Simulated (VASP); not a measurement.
Consider the following.

```
WP
1.0
    0.00000     2.69622     2.69622
    2.69622     0.00000     2.69622
    2.69622     2.69622     0.00000
W P
1 1
Direct
  0.00000   0.00000   0.00000
  0.25000   0.25000   0.25000
```

These are r2SCAN meta-GGA, VASP's PBE PAW potentials (set 64) (plane waves; VASP) values and carry that method's errors. Settings: 400 eV cut-off, 13×13×13 Γ-centred mesh, tetrahedra with Blöchl corrections, potentials W_sv P.

**Question.** The job: WP (relaxed from the zinc blende structure, space group F-43m), 2 atoms, r2SCAN, static run, 400 eV, 13×13×13 Γ-centred mesh. Roughly how much core time does it take on a busy server core?

**Answer.** About 3 core-minutes (one run on a shared machine, a rough figure). It had 84 irreducible k-points, 13 bands, up to 725 plane waves and 21 electronic steps.

The structure was generated: WP was put into the zinc blende type (F-43m), which need not be its known phase. It was relaxed first, which changed the volume by -35 %.
